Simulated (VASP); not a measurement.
Output of a VASP run:

File OSZICAR:
```
       N       E                     dE             d eps       ncg     rms          rms(c)
DAV:   1     0.392735767081E+01    0.39274E+01   -0.69564E+03   704   0.114E+03
DAV:   2    -0.689454726905E+02   -0.72873E+02   -0.68314E+02   784   0.207E+02
DAV:   3    -0.708858531979E+02   -0.19404E+01   -0.19055E+01   872   0.336E+01
DAV:   4    -0.709019982938E+02   -0.16145E-01   -0.16144E-01   824   0.357E+00
DAV:   5    -0.709022823642E+02   -0.28407E-03   -0.28404E-03   864   0.495E-01    0.102E+01
DAV:   6    -0.655660369926E+02    0.53362E+01   -0.90035E+00   792   0.359E+01    0.554E+00
DAV:   7    -0.654779061873E+02    0.88131E-01   -0.63153E-01   748   0.886E+00    0.240E+00
DAV:   8    -0.655440525853E+02   -0.66146E-01   -0.12811E-01   740   0.266E+00    0.584E-01
DAV:   9    -0.655227031839E+02    0.21349E-01   -0.49185E-02   724   0.185E+00    0.192E-01
DAV:  10    -0.655532737225E+02   -0.30571E-01   -0.17279E-02   704   0.114E+00    0.137E-01
DAV:  11    -0.655529303204E+02    0.34340E-03   -0.81997E-04   828   0.315E-01    0.605E-02
DAV:  12    -0.655533911488E+02   -0.46083E-03   -0.77748E-04   712   0.319E-01    0.126E-02
DAV:  13    -0.655533615965E+02    0.29552E-04   -0.17600E-04   732   0.164E-01    0.960E-03
DAV:  14    -0.655533560546E+02    0.55419E-05   -0.25611E-06   876   0.186E-02    0.650E-03
DAV:  15    -0.655533553269E+02    0.72779E-06   -0.73828E-07   792   0.889E-03    0.114E-03
DAV:  16    -0.655533545245E+02    0.80240E-06   -0.17982E-07   664   0.465E-03    0.734E-04
DAV:  17    -0.655533545291E+02   -0.45993E-08   -0.52056E-08   412   0.268E-03
   1 F= -.65553355E+02 E0= -.65553194E+02  d E =-.480189E-03
```

File OUTCAR:
```
------------------------ aborting loop because EDIFF is reached ----------------------------------------
  FORCE on cell =-STRESS in cart. coord.  units (eV):
  Direction    XX          YY          ZZ          XY          YZ          ZX
  --------------------------------------------------------------------------------------
  Total        0.0204626      0.0204626      0.0204626     -0.0000000     -0.0000000     -0.0000000
  in kB        0.6071254      0.6071254      0.6071254     -0.0000000     -0.0000000     -0.0000000
  external PRESSURE =       0.6071254 kB  Pullay stress =       0.0000000 kB
  volume of cell :       54.00
      direct lattice vectors                 reciprocal lattice vectors
     0.000000000  3.000000000  3.000000000    -0.166666667  0.166666667  0.166666667
     3.000000000  0.000000000  3.000000000     0.166666667 -0.166666667  0.166666667
     3.000000000  3.000000000  0.000000000     0.166666667  0.166666667 -0.166666667
 POSITION                                       TOTAL-FORCE (eV/Angst)
 -----------------------------------------------------------------------------------
      1.50000      1.50000      1.50000         0.000000      0.000000      0.000000
      4.50000      4.50000      4.50000         0.000000     -0.000000     -0.000000
      0.00000      0.00000      0.00000        -0.000000      0.000000     -0.000000
 -----------------------------------------------------------------------------------
    total drift:                                0.000000     -0.000000     -0.000000
  FREE ENERGIE OF THE ION-ELECTRON SYSTEM (eV)
  ---------------------------------------------------
  free  energy   TOTEN  =       -65.5533545291 eV

  energy  without entropy=      -65.5528743400  energy(sigma->0) =      -65.55319447
```
(Selected blocks of OUTCAR.)

POSCAR:
```
AuAl2
1
    0.0000000000     3.0000000000     3.0000000000
    3.0000000000     0.0000000000     3.0000000000
    3.0000000000     3.0000000000     0.0000000000
Al Au
2 1
Direct
  0.2500000000   0.2500000000   0.2500000000
  0.7500000000   0.7500000000   0.7500000000
  0.0000000000   0.0000000000   0.0000000000
```

Task: Write an INCAR and KPOINTS that could have produced this output.

Result: Several could match; the one computed here: the input of the run itself, r2SCAN meta-GGA, plane waves, VASP's PBE PAW potentials (set 64).

### INCAR
```
! general
SYSTEM =AuAl2
PREC   =Accurate
ENCUT  =480   ! plane-wave cut-off (eV)
LREAL  =.FALSE.
LASPH  =.TRUE.   ! aspherical one-centre terms

! electronic loop
EDIFF  =1E-7   ! SCF stop (eV)
NELM   =100   ! most electronic steps
ALGO   =Normal
LMAXMIX=6   ! l cut-off of mixed one-centre charges
LMIXTAU=.TRUE.

! smearing
ISMEAR =1   ! Methfessel-Paxton
SIGMA  =0.1   ! width (eV)

! functional
METAGGA=R2SCAN

! ions
ISIF   =2   ! forces and stress, cell fixed

! output
LWAVE  =.FALSE.
LCHARG =.FALSE.
```

KPOINTS:
```
Automatic mesh
0
Gamma
8 8 8
0 0 0
```

POTCAR, in this order: Al Au (PBE.64 set). Program: vasp_std.

The compound is AuAl2 in the fluorite structure. The cell was not relaxed at this level. The electron count is odd and the run is not spin-polarised, which forces a metal.
